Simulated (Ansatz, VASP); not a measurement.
# Cross-check of Te2Pt between VASP and Ansatz

Aim: how closely do two programs agree when they are given the same cell, functional and k mesh? Valence electrons are named where the data sets of a main pair hold unlike numbers.

Calculated with Ansatz 0.2.0; plane waves, with VASP 6.6.1 beside it; band structure at PBE and single point at PBE.

### Step 1. The starting structure

The cell holds 3 atoms: 1 Pt and 2 Te. Its edges and angles: a = 4.139 Å, b = 4.139 Å, c = 11.000 Å, α = 90.0°, β = 90.0°, γ = 120.0°. Vacuum lies along c.

### Step 2. Ansatz: band structure, PBE

Ansatz runs on its default PAW (the set named soft_2) files.

Levels along a path test the potential and the projectors away from the mesh points.

input.yaml reads:

```yaml
crystal:
  lattice:
    - [4.13854172, 0.0, 0.0]
    - [-2.06927086, 3.5840822641, 0.0]
    - [0.0, 0.0, 11.0]
  atoms:
    - { symbol: Pt, position: [0.0, 0.0, 0.5] }
    - { symbol: Te, position: [0.3333333333, 0.6666666667, 0.6206480074] }
    - { symbol: Te, position: [0.6666666667, 0.3333333333, 0.3793519926] }
hamiltonian:
  xc: pbe
  pseudopotentials: { kind: paw }
kpoints:
  mp_grid: { grid: [9, 9, 1] }
  band_path:
    path:
      - [0.0, 0.0, 0.0]
      - [0.13636, 0.0, 0.0]
      - [0.31818, 0.0, 0.0]
      - [0.5, 0.0, 0.0]
      - [0.4697, 0.06061, 0.0]
      - [0.40909, 0.18182, 0.0]
      - [0.34848, 0.30303, 0.0]
      - [0.30303, 0.30303, 0.0]
      - [0.18182, 0.18182, 0.0]
      - [0.12121, 0.12121, 0.0]
      - [0.06061, 0.06061, 0.0]
      - [0.0, 0.0, 0.0]
      - [0.0, 0.0, 0.18182]
      - [0.0, 0.0, 0.36364]
      - [0.0, 0.0, 0.5]
      - [0.13636, 0.0, 0.5]
      - [0.22727, 0.0, 0.5]
      - [0.31818, 0.0, 0.5]
      - [0.5, 0.0, 0.5]
      - [0.4697, 0.06061, 0.5]
      - [0.40909, 0.18182, 0.5]
      - [0.34848, 0.30303, 0.5]
      - [0.30303, 0.30303, 0.5]
      - [0.18182, 0.18182, 0.5]
      - [0.06061, 0.06061, 0.5]
      - [0.5, 0.0, 0.5]
      - [0.5, 0.0, 0.31818]
      - [0.5, 0.0, 0.13636]
      - [0.5, 0.0, 0.0]
      - [0.33333, 0.33333, 0.13636]
      - [0.33333, 0.33333, 0.31818]
      - [0.33333, 0.33333, 0.5]
    npoints: 1
scf:
  occupations: { method: gaussian, width: 0.01 }
  n_extra_bands: 7
output:
  forces: true
  eigenvalues: true
  write_density: true
  write_potential: true
  elf: true
  volumetric_format: npy
```

Command:

```sh
> ansatz run input.yaml --threads 2 --pin off --max-ram 4608MiB --backend cpu --events-out ev --progress --plain --runs-dir out
```

Numbers of over 12 decimals in the logs are rounded to 6 here.

What it wrote:

```text
scf.n_extra_bands = 7 over 25 filled bands (N_el = 50.0): the run solves 32 bands
Engine: ansatz 0.2.0, aarch64-unknown-linux-gnu
Pseudopotentials: kind: paw
Pseudopotential: Pt, paw, valence charge 18, recommended cutoff 420 eV (normal), Pt.paw.azcp
Pseudopotential: Te, paw, valence charge 16, recommended cutoff 420 eV (normal), Te.paw.azcp
Functional definition: PBE
  parameter kappa = 0.804
  parameter beta = 0.066725
  exchange = pbe_x(kappa = kappa, mu = beta*pi^2/3)
  correlation = pbe_c(beta = beta)
Crystal: 3 atoms, lattice volume = 163.162 Å³
Basis set: ecut = 420 eV, 3121 PW (Γ), exchange–correlation on 60×60×150 points (8 copies of the dense FFT grid, shifted against one another)
Bands: 32, of which v1, the nominal top of the filled ones, is band 25 counted from 1 (24 counted from 0)
Symmetry: 12 space group operations
Space group: P-3m1 (ITA 164), of the structure as read, at distance tolerance 5.5e-5 Å
k-points: 12 of 81
Non-local potential: Pt, projectors of the file, l = 0: 3, l = 1: 2, l = 2: 2, l = 3: 1
Non-local potential: Te, projectors of the file, l = 0: 2, l = 1: 2, l = 2: 2, l = 3: 2
PAW form: soft (Blöchl's): semilocal exchange-correlation on the pseudo side does not see the compensation charge
PAW one-centre angular grid: Pt, 590 points (default); XC on 64 Gauss nodes
PAW one-centre angular grid: Te, 590 points (default); XC on 64 Gauss nodes
Initial density: superposition of atomic densities (neutral atoms: chi_scale 0, normalization atom), corrected by the library's trained network
Initial wavefunctions: pseudopotential atomic-orbital guess
Functional: x = pbe(κ = 0.804, μ = 0.219515), c = pbe(β = 0.066725)
SCF iter   1: F=—  HF=-26483.957553 eV  |F-HF|=—  |Δ(HF+E_count)|=         —  Δρ=1.86e-3  dr2=5.17e-3  ethr=1.77e-3  ⟨swp⟩=8.6  Hψ=1841  notcnv=0
preconditioner: auto → Resta (q_TF=auto, 2.240 Å⁻¹)  ε∞=3.3  [insulator: Δε(μ)=0.713 eV  Ē_g=9.073 eV  σ=0.010 eV  W_gap=1.00  n_scr=36 (ndim 8)  ℏωp=13.6 eV  f_vac=0.477  D(μ)=0.00/eV (n_scr^D=0)  ε∞_Penn≈3.3  vacuum switching on, ρ_ref=6.0e-3 e/Å³]
SCF iter   2: F=—  HF=-26483.957744 eV  |F-HF|=—  |Δ(HF+E_count)|=   1.91e-4  Δρ=8.41e-4  dr2=2.83e-3  ethr=1.03e-5  ⟨swp⟩=4.2  Hψ=999  notcnv=0  defer=23
SCF iter   3: F=—  HF=-26483.957648 eV  |F-HF|=—  |Δ(HF+E_count)|=   9.59e-5  Δρ=5.32e-4  dr2=4.37e-4  ethr=5.65e-6  ⟨swp⟩=3.0  Hψ=505  notcnv=0  defer=23
SCF iter   4: F=—  HF=-26483.957748 eV  |F-HF|=—  |Δ(HF+E_count)|=   9.99e-5  Δρ=1.20e-4  dr2=2.15e-5  ethr=8.74e-7  ⟨swp⟩=2.8  Hψ=542  notcnv=0  defer=23
SCF iter   5: F=—  HF=-26483.957779 eV  |F-HF|=—  |Δ(HF+E_count)|=   3.06e-5  Δρ=4.29e-5  dr2=3.74e-6  ethr=4.31e-8  ⟨swp⟩=2.0  Hψ=547  notcnv=0  defer=23
SCF iter   6: F=—  HF=-26483.957781 eV  |F-HF|=—  |Δ(HF+E_count)|=   2.37e-6  Δρ=6.70e-6  dr2=1.13e-7  ethr=7.47e-9  ⟨swp⟩=2.0  Hψ=523  notcnv=0  defer=23
SCF iter   7: F=-26483.957781 eV  HF=-26483.957781 eV  |F-HF|=4.07e-10  |Δ(HF+E_count)|=   1.53e-7  Δρ=1.61e-6  dr2=7.88e-9  ethr=2.00e-10  ⟨swp⟩=16.5  Hψ=2703  notcnv=0
SCF 1 converged in 7 iterations: F = -26483.957781 eV  dr2 = 7.88e-9
  greatest PAW one-centre occupation: 1.000 electrons in one spin orbital (limit 2), on the Pt atom at site 0 (counted from 0), in its partial waves of l = 0
NSCF: frozen V_eff on 32 k-points
WARN: The output density's exchange-correlation potential varies sharply where the density is thin. Do not read a vacuum level from v_tot or v_xc, or from such a field of the output density. On a cell that repeats whose density bears no net charge and no dipole along the vacuum's axis use v_es (v_loc + v_h of the components); under efield.dipole_correction with no amplitude use v_es + v_field, which holds any externa [...]
SCF converged after 7 iterations
Free energy (F): -26483.957781 eV
Harris-Foulkes:  -26483.957781 eV  (|F-HF|=4.07e-10)
Internal energy: -26483.957781 eV  (E = F + TS)
E sigma→0 (E₀):  -26483.957781 eV
Fermi energy:    3.638943 eV
--- Per-component energies (eV) ---
  E_band       = -1186.839859
  E_kinetic    = 996.798044
  E_local      = -15504.515947  (includes V_loc(G=0)·N_el)
  E_nonlocal   = -421.781967
  E_hartree    = 7650.834540
  E_xc         = -509.388546
  E_vxc        = -509.725375  (∫ρ·V_xc dr)
  E_paw        = -18779.039746  (= ΣΔE_a)
  E_vpaw       = -1049.278011  (= ΣTr[D̂ρ^β])
  E_aug_tail   = -0.000197  (compensation charges beyond the density's cutoff)
  E_ewald      = 83.136037
  E_smearing   = -0.000000  (= −TS)
  E_closure    = 0.000000  (closes the sum)
  Σ components = -26483.957781   (vs F -26483.957781, Δ=0.00e0)
--- Forces (eV/Å), atoms counted from 1 ---
  atom   1  Pt     0.00000000     0.00000000     0.00000000
  atom   2  Te    -0.00000000    -0.00000000     0.05674886
  atom   3  Te     0.00000000     0.00000000    -0.05674886
  max |Σ_I F_I| component: 2.89e-19 eV/Å
--- Band table (eV; the first three rows and the last of 12) ---
  k-point 0: bands = [... 21 lower, 1.6128, 2.8356, 3.1136, 3.1136, 5.4326, 5.4326, 6.7813, 7.4064, ... 3 higher]
  k-point 1: bands = [... 21 lower, 1.3190, 2.7720, 2.9851, 3.0454, 4.7336, 5.2989, 7.1458, 7.8863, ... 3 higher]
  k-point 2: bands = [... 21 lower, 0.7969, 2.2063, 2.5348, 3.2371, 3.9887, 5.1891, 7.2504, 7.7808, ... 3 higher]
  k-point 11: bands = [... 21 lower, 0.3753, 1.1331, 1.6603, 1.6603, 4.4471, 4.4471, 7.8046, 10.0860, ... 3 higher]
```

Run time: 4.4 s. Hardware: 2 threads of Arm Neoverse V2, shared host; peak memory 0.43 GiB.

### Step 3. VASP: band structure, PBE

The same cell, functional, mesh and smearing now go to VASP, with its own data sets.

Lines of VASP's logs that name or quote its potential files are left out, and so is its time.

INCAR reads:

```
SYSTEM = Te2Pt
PREC = Accurate
ENCUT = 300
EDIFF = 1E-08
NELM = 100
ISMEAR = 0
SIGMA = 0.01
LREAL = .FALSE.
ALGO = Normal
GGA = PE
NBANDS = 17
LASPH = .TRUE.
LORBIT = 11
LWAVE = .TRUE.
LCHARG = .FALSE.
KPAR = 8
```

POSCAR reads:

```
Te2Pt
1.0
    4.1385417200      0.0000000000      0.0000000000
   -2.0692708600      3.5840822641      0.0000000000
    0.0000000000      0.0000000000     11.0000000000
Pt Te
1 2
Direct
    0.0000000000      0.0000000000      0.5000000000
    0.3333333333      0.6666666667      0.6206480074
    0.6666666667      0.3333333333      0.3793519926
```

KPOINTS reads:

```
Automatic mesh
0
Gamma
9 9 1
0 0 0
```

KPOINTS_OPT reads:

```
Line mode
12
Line-mode
Reciprocal
  0.00000000   0.00000000   0.00000000 GAMMA
  0.50000000   0.00000000   0.00000000 M

  0.50000000   0.00000000   0.00000000 M
  0.33333333   0.33333333   0.00000000 K

  0.33333333   0.33333333   0.00000000 K
  0.00000000   0.00000000   0.00000000 GAMMA

  0.00000000   0.00000000   0.00000000 GAMMA
  0.00000000   0.00000000   0.50000000 A

  0.00000000   0.00000000   0.50000000 A
  0.50000000   0.00000000   0.50000000 L

  0.50000000   0.00000000   0.50000000 L
  0.33333333   0.33333333   0.50000000 H

  0.33333333   0.33333333   0.50000000 H
  0.00000000   0.00000000   0.50000000 A

  0.50000000   0.00000000   0.50000000 L
  0.50000000   0.00000000   0.00000000 M

  0.33333333   0.33333333   0.00000000 K
  0.33333333   0.33333333   0.50000000 H
```

PAW data sets: Pt_GW and Te_GW (PBE family, release 64).

Command:

```sh
> mpirun -np 8 vasp_std
```

What it wrote:

```text
[banner, memory and clock lines left out]
running    8 mpi-ranks, on    1 nodes
 distrk:  each k-point on    1 cores,    8 groups
 distr:  one band on    1 cores,    1 groups

 POSCAR found type information on POSCAR PtTe
 POSCAR found :  2 types and       3 ions
|                                                                             |
|           W    W    AA    RRRRR   N    N  II  N    N   GGGG   !!!           |
|           W    W   A  A   R    R  NN   N  II  NN   N  G    G  !!!           |
|           W    W  A    A  R    R  N N  N  II  N N  N  G       !!!           |
|           W WW W  AAAAAA  RRRRR   N  N N  II  N  N N  G  GGG   !            |
|           WW  WW  A    A  R   R   N   NN  II  N   NN  G    G                |
|           W    W  A    A  R    R  N    N  II  N    N   GGGG   !!!           |
|                                                                             |
|     For optimal performance we recommend to set                             |
|       NCORE = 2 up to number-of-cores-per-socket                            |
|     NCORE specifies how many cores store one orbital (NPAR=cpu/NCORE).      |
|     This setting can greatly improve the performance of VASP for DFT.       |
|     The default, NCORE=1 might be grossly inefficient on modern             |
|     multi-core architectures or massively parallel machines. Do your        |
|     Unfortunately you need to use the default for GW and RPA                |
|     calculations (for HF NCORE is supported but not extensively tested      |
|     yet).                                                                   |
|                                                                             |

 LDA part: xc-table for (Slater+PW92), standard interpolation
 POSCAR, INCAR and KPOINTS ok, starting setup
 FFT: planning ... GRIDC
 FFT: planning ... GRID_SOFT
 FFT: planning ... GRID
 WAVECAR not read
 entering main loop
       N       E                     dE             d eps       ncg     rms          rms(c)
DAV:   1     0.102588758322E+03    0.10259E+03   -0.62773E+03   614   0.733E+02
DAV:   2    -0.489209807255E+01   -0.10748E+03   -0.10390E+03   680   0.185E+02
DAV:   3    -0.136246213541E+02   -0.87325E+01   -0.86252E+01   616   0.540E+01
DAV:   4    -0.139510198673E+02   -0.32640E+00   -0.32589E+00   680   0.119E+01
DAV:   5    -0.139607108961E+02   -0.96910E-02   -0.96864E-02   624   0.213E+00    0.768E+00
DAV:   6    -0.136143888201E+02    0.34632E+00   -0.29377E+00   584   0.176E+01    0.470E+00
DAV:   7    -0.134809798999E+02    0.13341E+00   -0.59064E-01   616   0.878E+00    0.218E+00
DAV:   8    -0.134610572317E+02    0.19923E-01   -0.74070E-02   648   0.198E+00    0.512E-01
DAV:   9    -0.134581942999E+02    0.28629E-02   -0.11301E-02   624   0.116E+00    0.253E-01
DAV:  10    -0.134584825293E+02   -0.28823E-03   -0.21609E-03   528   0.346E-01    0.589E-02
DAV:  11    -0.134584748124E+02    0.77169E-05   -0.43266E-04   696   0.181E-01    0.259E-02
DAV:  12    -0.134584343730E+02    0.40439E-04   -0.24137E-04   472   0.112E-01    0.123E-02
DAV:  13    -0.134584312498E+02    0.31232E-05   -0.26209E-05   520   0.392E-02    0.809E-03
DAV:  14    -0.134584396223E+02   -0.83725E-05   -0.16744E-05   464   0.250E-02    0.402E-03
DAV:  15    -0.134584399292E+02   -0.30689E-06   -0.20848E-06   664   0.102E-02    0.130E-03
DAV:  16    -0.134584402486E+02   -0.31937E-06   -0.60394E-07   488   0.560E-03    0.101E-03
DAV:  17    -0.134584403615E+02   -0.11292E-06   -0.95161E-08   592   0.220E-03    0.276E-04
DAV:  18    -0.134584403578E+02    0.37487E-08   -0.98326E-09   352   0.764E-04
   1 F= -.13458440E+02 E0= -.13458440E+02  d E =-.166530E-29
 Start KPOINTS_OPT (optional k-point list driver)
k-point batch [1-12\108]
       N       E                     dE             ncg
DAV:   1     0.519891911616E+03   -0.20471E+04      617
DAV:   2    -0.809207693634E+03   -0.13291E+04      680
DAV:   3    -0.912373414485E+03   -0.10317E+03      624
DAV:   4    -0.915673061961E+03   -0.32996E+01      600
DAV:   5    -0.915862192011E+03   -0.18913E+00      696
DAV:   6    -0.915871278593E+03   -0.90866E-02      704
DAV:   7    -0.915871424588E+03   -0.14599E-03      688
DAV:   8    -0.915871432763E+03   -0.81759E-05      680
DAV:   9    -0.915871433108E+03   -0.34483E-06      680
DAV:  10    -0.915871433133E+03   -0.24533E-07      544
DAV:  11    -0.915871433137E+03   -0.39859E-08      496
[...]
k-point batch [97-108\108]
       N       E                     dE             ncg
DAV:   1     0.360294592382E+03   -0.61593E+04      612
DAV:   2    -0.889057232968E+03   -0.12494E+04      687
DAV:   3    -0.984095643273E+03   -0.95038E+02      536
DAV:   4    -0.988772354053E+03   -0.46767E+01      688
DAV:   5    -0.988918302017E+03   -0.14595E+00      624
DAV:   6    -0.988934331664E+03   -0.16030E-01      774
DAV:   7    -0.988934444450E+03   -0.11279E-03      632
DAV:   8    -0.988934452177E+03   -0.77271E-05      728
DAV:   9    -0.988934452329E+03   -0.15229E-06      632
DAV:  10    -0.988934452348E+03   -0.18539E-07      560
DAV:  11    -0.988934452348E+03   -0.80138E-09      528
 writing wavefunctions
```

OUTCAR, selected parts (step 3):

```text
ion  position               nearest neighbor table
   1  0.000  0.000  0.500-   2 2.73   3 2.73   2 2.73   3 2.73   3 2.73   2 2.73
   2  0.333  0.667  0.621-   1 2.73   1 2.73   1 2.73   3 3.57   3 3.57   3 3.57
   3  0.667  0.333  0.379-   1 2.73   1 2.73   1 2.73   2 3.57   2 3.57   2 3.57

  LATTYP: Found a hexagonal cell.
 ALAT       =     4.1385417200
 C/A-ratio  =     2.6579410682

 Subroutine GETGRP returns: Found 12 space group operations
 (whereof 12 operations were pure point group operations)

The static configuration has the point symmetry D_3d.

 Found     12 irreducible k-points:

   k-points           NKPTS =     12   k-points in BZ     NKDIM =     12   number of bands    NBANDS=     17

   dimension x,y,z NGX =    24 NGY =   24 NGZ =   64
   dimension x,y,z NGXF=    48 NGYF=   48 NGZF=  128

   ENCUT  =  300.0 eV  22.05 Ry    4.70 a.u.   5.84  5.84 15.53*2*pi/ulx,y,z

   NELECT =      22.0000    total number of electrons

 k-points in reciprocal lattice and weights: Automatic mesh
   0.00000000  0.00000000  0.00000000       0.012
   0.11111111  0.00000000  0.00000000       0.074
   0.22222222 -0.00000000  0.00000000       0.074
   0.33333333 -0.00000000  0.00000000       0.074
   0.44444444 -0.00000000  0.00000000       0.074
   0.11111111  0.11111111  0.00000000       0.074
   0.22222222  0.11111111  0.00000000       0.148
   0.33333333  0.11111111  0.00000000       0.148
   0.44444444  0.11111111  0.00000000       0.074
   0.22222222  0.22222222  0.00000000       0.074
   0.33333333  0.22222222  0.00000000       0.148
   0.33333333  0.33333333  0.00000000       0.025

 average (electrostatic) potential at core
       1 -86.0694       2 -93.5970       3 -93.5970

 E-fermi :   1.0580

 k-point     1 :       0.0000    0.0000    0.0000
  band No.  band energies     occupation
    ...
      7      -2.1496      2.00000
      8      -0.6862      2.00000
      9       0.5192      2.00000
     10       0.8077      2.00000
     11       0.8077      2.00000
     12       3.1212      0.00000
     13       3.1212      0.00000
     14       4.4721      0.00000
     15       5.1013      0.00000
     16       6.1292      0.00000
    ...

 k-point     2 :       0.1111    0.0000    0.0000
  band No.  band energies     occupation
    ...
      7      -2.2106      2.00000
      8      -0.9817      2.00000
      9       0.4627      2.00000
     10       0.6779      2.00000
     11       0.7307      2.00000
     12       2.4239      0.00000
     13       2.9885      0.00000
     14       4.8398      0.00000
     15       5.5760      0.00000
     16       6.0005      0.00000
    ...

 k-point     3 :       0.2222   -0.0000    0.0000
  band No.  band energies     occupation
    ...
      7      -2.3161      2.00000
      8      -1.5101      2.00000
      9      -0.1026      2.00000
     10       0.2250      2.00000
     11       0.9333      2.00000
     12       1.6688      0.00000
     13       2.8806      0.00000
     14       4.9378      0.00000
     15       5.4761      0.00000
     16       6.6198      0.00000
    ...

  Total       -2.1160492     -2.1160492      0.0268784     -0.0000000      0.0000000     -0.0000000
  in kB      -20.7786988    -20.7786988      0.2639339     -0.0000000      0.0000000     -0.0000000
  external PRESSURE =     -13.7644879 kB  Pullay stress =       0.0000000 kB

  energy-cutoff  :      300.00
  volume of cell :      163.16
      direct lattice vectors                 reciprocal lattice vectors
     4.138541720  0.000000000  0.000000000     0.241631006  0.139505726  0.000000000
    -2.069270860  3.584082264  0.000000000     0.000000000  0.279011453  0.000000000
     0.000000000  0.000000000 11.000000000     0.000000000  0.000000000  0.090909091

 POSITION                                       TOTAL-FORCE (eV/Angst)
 -----------------------------------------------------------------------------------
      0.00000      0.00000      5.50000         0.000000      0.000000      0.000000
     -0.00000      2.38939      6.82713         0.000000     -0.000000      0.019830
      2.06927      1.19469      4.17287        -0.000000      0.000000     -0.019830
 -----------------------------------------------------------------------------------
    total drift:                                0.000000      0.000000     -0.000000

  FREE ENERGIE OF THE ION-ELECTRON SYSTEM (eV)
  ---------------------------------------------------
  free  energy   TOTEN  =       -13.4584403578 eV

  energy  without entropy=      -13.4584403578  energy(sigma->0) =      -13.45844036

 total charge
# of ion       s       p       d       f       tot
--------------------------------------------------
    1        0.637   0.597   7.941   0.032   9.205
    2        1.615   2.403   0.098   0.000   4.115
    3        1.615   2.403   0.098   0.000   4.115
--------------------------------------------------
tot          3.866   5.403   8.136   0.032  17.436

[... 3 further parts left out ...]
```

### Step 4. Comparison

Known differences besides the potentials themselves: the data sets hold 50 valence electrons in Ansatz (on its default PAW (the set named soft_2) files) and 22 in VASP; the cutoff is 420 eV in Ansatz and 300 eV in VASP. Total energies have different zeros and are not compared.

Both answers:

```csv
quantity,Ansatz,VASP,difference
gap over the path points (eV),0.678,0.665,+0.013
```

Levels at points of the path, from each program's valence-band top (eV; 4 filled, then empty):

```csv
k (reciprocal lattice),Ansatz,VASP
0.000 0.000 0.000,-1.69 -0.47 -0.19 -0.19 2.13 2.13 3.48,-1.69 -0.48 -0.19 -0.19 2.12 2.12 3.47
0.136 0.000 0.000,-2.12 -0.65 -0.39 -0.18 1.19 1.95 3.98,-2.11 -0.66 -0.39 -0.18 1.19 1.95 3.98
0.318 0.000 0.000,-2.69 -1.76 -1.36 -0.62 1.04 1.92 3.43,-2.69 -1.76 -1.36 -0.61 1.02 1.92 3.42
0.500 0.000 0.000,-2.84 -2.40 -2.25 -1.38 1.57 2.02 3.14,-2.85 -2.40 -2.25 -1.37 1.55 2.02 3.13
0.470 0.061 0.000,-2.88 -2.72 -1.96 -1.37 1.56 1.86 3.26,-2.89 -2.72 -1.96 -1.37 1.55 1.86 3.25
0.409 0.182 0.000,-2.87 -2.60 -1.58 -1.43 1.22 1.45 4.00,-2.87 -2.60 -1.59 -1.43 1.22 1.44 3.99
0.348 0.303 0.000,-2.93 -2.20 -1.66 -1.60 1.09 1.21 4.49,-2.93 -2.20 -1.66 -1.60 1.08 1.20 4.48
0.303 0.303 0.000,-2.92 -2.23 -1.76 -1.44 1.02 1.29 4.47,-2.92 -2.22 -1.76 -1.44 1.02 1.28 4.47
0.182 0.182 0.000,-2.80 -1.54 -1.51 -0.27 1.04 1.29 4.40,-2.81 -1.55 -1.51 -0.27 1.04 1.28 4.39
0.121 0.121 0.000,-2.50 -0.97 -0.82 0.00 1.01 1.45 4.42,-2.50 -0.97 -0.83 0.00 1.00 1.45 4.42
```

At this near-relaxed geometry the largest component of a force difference is 37 meV/Å. Among the levels compared at these points, filled levels agree within 9 meV and empty ones within 14 meV. With vacuum in the cell, a pressure given here is an average over mostly empty space and none of the material.

### Step 5. Other set-ups

Further runs change the set-up of one program: Ansatz's method, potentials or start, or VASP's data sets, cutoff or form of LDA. The table gives Ansatz less VASP for each quantity, since a change that brings one quantity closer may part another.

```csv
run,r.m.s. force difference (meV/Å),gap over the path points (eV)
as above,17,0.013
Ansatz's larger PAW set (cutoff 900 eV),18,0.014
norm-conserving potentials (cutoff 1143 eV),19,0.013
```

(Part 1 of 2 ends here.)

[Lines on the potential files, build, host, timing and source positions are cut from VASP's logs without a mark.]

[Logs are printed without paths, hosts, clocks, repeated set-up lines and the standing remarks that a program may print on its own settings, such as how far it seeks lower states.]

[Hosts, paths, dates, database ids (printed as entryN), source tags and the programs' standing remarks are cut or masked in the printed files.]
